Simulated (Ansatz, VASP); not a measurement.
# Cross-check of La (La(10-10)) between VASP and Ansatz, part 2 of 2

One calculation is typed for both programs; each brings its own data sets and cutoff. How far apart do they land?

VASP 6.6.1 and Ansatz 0.2.0.

So far: The structure; VASP: single point, PBEsol.

### 3. Ansatz: single point, PBEsol

Level of this step: Ansatz beside VASP: Kohn-Sham DFT, plane waves, PBEsol (Ansatz).

Ansatz runs on its default PAW (the set named soft_2) files.

The same cell, functional, mesh and smearing now go to Ansatz, which takes its cutoff from its data sets.

Contents of input.yaml:

```yaml
crystal:
  lattice:
    - [3.6611282867, 0.0, 0.0]
    - [0.0, 5.9545621869, 0.0]
    - [0.0, 0.0, 31.9100272149]
  atoms:
    - { symbol: La, position: [0.0, 0.0, 0.2365059306] }
    - { symbol: La, position: [0.5, 0.0, 0.3329627525] }
    - { symbol: La, position: [0.5, 0.5, 0.2692237121] }
    - { symbol: La, position: [0.0, 0.0, 0.4340370641] }
    - { symbol: La, position: [0.0, 0.5, 0.3663233797] }
    - { symbol: La, position: [0.5, 0.0, 0.5333961386] }
    - { symbol: La, position: [0.5, 0.5, 0.4666038614] }
    - { symbol: La, position: [0.0, 0.0, 0.6336766203] }
    - { symbol: La, position: [0.0, 0.5, 0.5659629359] }
    - { symbol: La, position: [0.5, 0.0, 0.7307762879] }
    - { symbol: La, position: [0.5, 0.5, 0.6670372475] }
    - { symbol: La, position: [0.0, 0.5, 0.7634940694] }
hamiltonian:
  xc: pbesol
  pseudopotentials: { kind: paw }
kpoints:
  mp_grid: { grid: [8, 5, 1] }
scf:
  occupations: { method: methfessel_paxton, width: 0.15 }
  n_extra_bands: 7
efield:
  axis: 3
  dipole_correction: true
  ramp_width: 0.04
output:
  forces: true
  eigenvalues: true
```

Run with:

```sh
ansatz run input.yaml --threads 4 --pin off --max-ram 9216MiB --backend cpu --events-out ev --progress --plain --runs-dir out
```

Numbers of over 12 decimals in the logs are rounded to 6 here.

What it wrote:

```text
scf.n_extra_bands = 7 over 66 filled bands (N_el = 132.0): the run solves 73 bands
Engine: ansatz 0.2.0, aarch64-unknown-linux-gnu
Pseudopotentials: kind: paw
Pseudopotential: La, paw, valence charge 11, recommended cutoff 420 eV (normal), La.paw.azcp
Functional definition: PBEsol
  exchange = pbesol_x
  correlation = pbesol_c
Crystal: 12 atoms, lattice volume = 695.652 Å³
Basis set: ecut = 420 eV, 13545 PW (Γ), exchange–correlation on 50×80×432 points (8 copies of the dense FFT grid, shifted against one another)
Bands: 73, of which v1, the nominal top of the filled ones, is band 66 counted from 1 (65 counted from 0)
Symmetry: 4 space group operations
k-points: 15 of 40
Non-local potential: La, projectors of the file, l = 0: 3, l = 1: 2, l = 2: 2, l = 3: 3
PAW form: soft (Blöchl's): semilocal exchange-correlation on the pseudo side does not see the compensation charge
PAW frozen core: La, regenerated for the run's functional, and the local potential with it (the file was generated under x = pbe(κ = 0.804, μ = 0.219515), c = pbe(β = 0.066725))
PAW one-centre angular grid: La, 590 points (default); XC on 64 Gauss nodes
Initial density: superposition of atomic densities (neutral atoms: chi_scale 0, normalization atom), corrected by the library's trained network
Initial wavefunctions: pseudopotential atomic-orbital guess
Functional: x = pbesol(κ = 0.804, μ = 0.123457), c = pbesol(β = 0.046)
SCF iter   1: F=—  HF=-73932.481442 eV  |F-HF|=—  |Δ(HF+E_count)|=         —  Δρ=3.74e-3  dr2=2.82e0  ethr=1.77e-3  p=0.000 e·Å  D=1.21e-13 V/Å  ΔV_dip=-0.00 eV  dr2_dipole=4.44e-7  V_vac-E_F(+/−)=2.95/2.95 eV  ⟨swp⟩=6.7  Hψ=6136  notcnv=0
efield: sawtooth ramp at fractional position 0.9800 (placed from the atoms, in the widest stretch of the axis that holds none; the zero of the levels goes with the place), width 0.0400; the density the first Hamiltonian is built on has a dipole p = 0.000 e·Å; the dipole correction subtracts the counter field D = 1.21e-13 V/Å, which shifts the + side's vacuum level by -0.00 eV against the − side's; the planar-averaged density in the ramp window peaks in size at 9.4e-5 e/Å³
preconditioner: auto → LDOS  [metal: Δε(μ)=0.004 eV  Ē_g=11.516 eV  σ=0.150 eV  W_gap=0.02  n_scr=100 (ndim 8)  ℏωp=14.6 eV  f_vac=0.346  D(μ)=25.72/eV (n_scr^D=208)  β→1.0]
SCF iter   2: F=—  HF=-73932.442523 eV  |F-HF|=—  |Δ(HF+E_count)|=   3.89e-2  S|Δr|=    0.00e0  Δρ=1.17e-3  dr2=1.02e-1  ethr=1.77e-3  p=0.000 e·Å  D=4.25e-5 V/Å  ΔV_dip=-0.00 eV  dr2_dipole=4.56e-9  V_vac-E_F(+/−)=3.11/3.12 eV  ⟨swp⟩=2.0  Hψ=1353  notcnv=0
SCF iter   3: F=—  HF=-73932.444519 eV  |F-HF|=—  |Δ(HF+E_count)|=   2.00e-3  S|Δr|=    0.00e0  Δρ=5.22e-4  dr2=3.55e-3  ethr=7.75e-5  p=0.000 e·Å  D=7.24e-6 V/Å  ΔV_dip=-0.00 eV  dr2_dipole=2.45e-6  V_vac-E_F(+/−)=3.11/3.11 eV  ⟨swp⟩=2.0  Hψ=1244  notcnv=0
SCF iter   4: F=—  HF=-73932.444452 eV  |F-HF|=—  |Δ(HF+E_count)|=   6.76e-5  S|Δr|=    0.00e0  Δρ=1.42e-4  dr2=1.09e-3  ethr=2.69e-6  p=0.000 e·Å  D=7.99e-6 V/Å  ΔV_dip=-0.00 eV  dr2_dipole=2.42e-7  V_vac-E_F(+/−)=3.10/3.10 eV  ⟨swp⟩=2.9  Hψ=2069  notcnv=0
SCF iter   5: F=—  HF=-73932.444437 eV  |F-HF|=—  |Δ(HF+E_count)|=   1.46e-5  S|Δr|=    0.00e0  Δρ=5.14e-5  dr2=4.60e-5  ethr=8.29e-7  p=0.000 e·Å  D=3.49e-6 V/Å  ΔV_dip=-0.00 eV  dr2_dipole=3.76e-9  V_vac-E_F(+/−)=3.10/3.10 eV  ⟨swp⟩=2.2  Hψ=1618  notcnv=0
SCF iter   6: F=—  HF=-73932.444457 eV  |F-HF|=—  |Δ(HF+E_count)|=   1.94e-5  S|Δr|=    0.00e0  Δρ=1.92e-5  dr2=1.53e-5  ethr=3.49e-8  p=0.000 e·Å  D=1.75e-6 V/Å  ΔV_dip=-0.00 eV  dr2_dipole=9.66e-13  V_vac-E_F(+/−)=3.09/3.09 eV  ⟨swp⟩=3.1  Hψ=2200  notcnv=0
SCF iter   7: F=—  HF=-73932.444457 eV  |F-HF|=—  |Δ(HF+E_count)|=   1.55e-7  S|Δr|=    0.00e0  Δρ=6.82e-6  dr2=3.68e-6  ethr=1.16e-8  p=0.000 e·Å  D=2.80e-7 V/Å  ΔV_dip=-0.00 eV  dr2_dipole=4.51e-10  V_vac-E_F(+/−)=3.09/3.09 eV  ⟨swp⟩=1.9  Hψ=1260  notcnv=0
SCF iter   8: F=—  HF=-73932.444457 eV  |F-HF|=—  |Δ(HF+E_count)|=   4.46e-8  S|Δr|=    0.00e0  Δρ=3.35e-6  dr2=2.82e-7  ethr=2.78e-9  p=0.000 e·Å  D=1.29e-7 V/Å  ΔV_dip=-0.00 eV  dr2_dipole=2.09e-10  V_vac-E_F(+/−)=3.09/3.09 eV  ⟨swp⟩=2.1  Hψ=1440  notcnv=0
SCF iter   9: F=-73932.444457 eV  HF=-73932.444457 eV  |F-HF|=2.19e-8  |Δ(HF+E_count)|=   1.12e-8  S|Δr|=    0.00e0  Δρ=9.56e-7  dr2=2.59e-8  ethr=7.58e-11  p=-0.000 e·Å  D=-2.72e-8 V/Å  ΔV_dip=0.00 eV  dr2_dipole=3.71e-12  V_vac-E_F(+/−)=3.09/3.09 eV  ⟨swp⟩=14.0  Hψ=5622  notcnv=0
SCF 1 converged in 9 iterations: F = -73932.444457 eV  dr2 = 2.59e-8
  greatest PAW one-centre occupation: 0.974 electrons in one spin orbital (limit 2), on the La atom at site 7 (counted from 0), in its partial waves of l = 0
SCF converged after 9 iterations
Stability not checked: this state was not tested for a lower state beside it, because cold or Methfessel-Paxton smearing, or corrected tetrahedra, fill the levels in a way that the test cannot read (fill_not_monotonic; see scf.lower_state_search)
Free energy (F): -73932.444457 eV
Harris-Foulkes:  -73932.444457 eV  (|F-HF|=2.19e-8)
Internal energy: -73932.423995 eV  (E = F + TS)
E sigma→0 (E₀):  -73932.439341 eV
Entropy (-TS):   -0.020462 eV (-1.705 meV/atom)
Fermi energy:    5.882449 eV
Step filling:    the computed levels leave a gap of 0.0002 eV = 0.0 smearing widths at the electron count; against every level under it full and every level over it empty, smearing changes F+E_penalty+E_count by -8.007 meV and its σ→0 estimate by -2.892 meV
Dipole field:    D = 0.000001 V/Å  (p = 0.000005 e·Å, saw-weighted, corrected)
Work function:   Φ+ = 3.0895 eV   Φ− = 3.0895 eV
Levels:          The Fermi level and band energies are counted from a zero that moves with the ramp; work functions are not
--- Per-component energies (eV) ---
  E_band       = -1215.317347
  E_kinetic    = 2323.354932
  E_local      = -67719.782562  (includes V_loc(G=0)·N_el)
  E_nonlocal   = 1157.014960
  E_hartree    = 32781.578113
  E_xc         = -1660.079021
  E_vxc        = -1767.013571  (∫ρ·V_xc dr)
  E_paw        = -63939.119106  (= ΣΔE_a)
  E_vpaw       = -772.034873  (= ΣTr[D̂ρ^β])
  E_aug_tail   = -0.000002  (compensation charges beyond the density's cutoff)
  E_efield     = 0.000000  (sawtooth field / dipole correction)
  E_vefield    = 0.000000  (∫n·V_field dr)
  E_ewald      = 23122.574578
  E_core_change = 2.034114  (= ΣΔE_core)
  E_smearing   = -0.020462  (= −TS)
  E_closure    = -0.000000  (closes the sum)
  Σ components = -73932.444457   (vs F -73932.444457, Δ=0.00e0)
--- Forces (eV/Å), atoms counted from 1 ---
  atom   1  La     0.00000000     0.00000000     0.02381707
  atom   2  La     0.00000000     0.00000000     0.01321200
  atom   3  La     0.00000000     0.00000000     0.03055448
  atom   4  La     0.00000000     0.00000000    -0.00351878
  atom   5  La     0.00000000     0.00000000    -0.00413970
  atom   6  La     0.00000000     0.00000000     0.03077477
  atom   7  La     0.00000000     0.00000000    -0.03077393
  atom   8  La     0.00000000     0.00000000     0.00414175
  atom   9  La     0.00000000     0.00000000     0.00351800
  atom  10  La     0.00000000     0.00000000    -0.03055867
  atom  11  La     0.00000000     0.00000000    -0.01320855
  atom  12  La     0.00000000     0.00000000    -0.02382239
  max |Σ_I F_I| component: 3.95e-6 eV/Å
--- Band table (eV; the first three rows and the last of 15) ---
  k-point 0: bands = [... 62 lower, 5.6194, 6.0657, 6.1782, 6.2955, 6.3227, 6.3452, 6.5886, 6.7747, ... 3 higher]
  k-point 1: bands = [... 62 lower, 5.5938, 5.9184, 5.9776, 6.0164, 6.0873, 6.1785, 6.3932, 6.4221, ... 3 higher]
  k-point 2: bands = [... 62 lower, 5.5872, 5.6181, 5.6521, 5.6533, 5.8110, 5.9971, 6.0668, 6.1719, ... 3 higher]
  k-point 14: bands = [... 62 lower, 5.3721, 5.5293, 5.6292, 5.6706, 5.7162, 5.7386, 5.9285, 6.0384, ... 3 higher]
```

Elapsed: 47 s, on 4 threads of Arm Neoverse N1, shared host; peak memory 1.8 GiB; 2.9 min of CPU time.

The column dr2 measures how far the density is from self-consistency, as an energy; F and HF (Harris–Foulkes) agree once it is small.

### 4. Differences

Known differences besides the potentials themselves: the cutoff is 420 eV in Ansatz and 320 eV in VASP (PREC = Normal); Ansatz makes its cores anew for this functional, VASP keeps those of its PBE data sets. Total energies have different zeros and are not compared.

The two programs side by side:

| quantity | Ansatz | VASP | difference |
| --- | --- | --- | --- |
| work function, lower of the two faces (eV) | 3.09 | 3.09 | 0.00 |
| work function, higher of the two faces (eV) | 3.09 | 3.09 | 0.00 |

At this near-relaxed geometry the largest component of a force difference is 11 meV/Å. VASP's log warns that it found no field-free region in the vacuum, so its work functions are uncertain.

### 5. Summary of results

```yaml
difference_in_work_function_higher_of_the_two_faces_single_point_pbesol: 0.0026 eV
```

In words: The difference in work function, higher of the two faces is 0.0026 eV (single point, PBEsol). How closely two codes agree says nothing of how well the functional describes the real material.

[Lines on the potential files, build, host, timing and source positions are cut from VASP's logs without a mark.]

[Logs are printed without paths, hosts, clocks, repeated set-up lines and the standing remarks that a program may print on its own settings, such as how far it seeks lower states.]

[Hosts, paths, dates, database ids (printed as entryN), source tags and the programs' standing remarks are cut or masked in the printed files.]
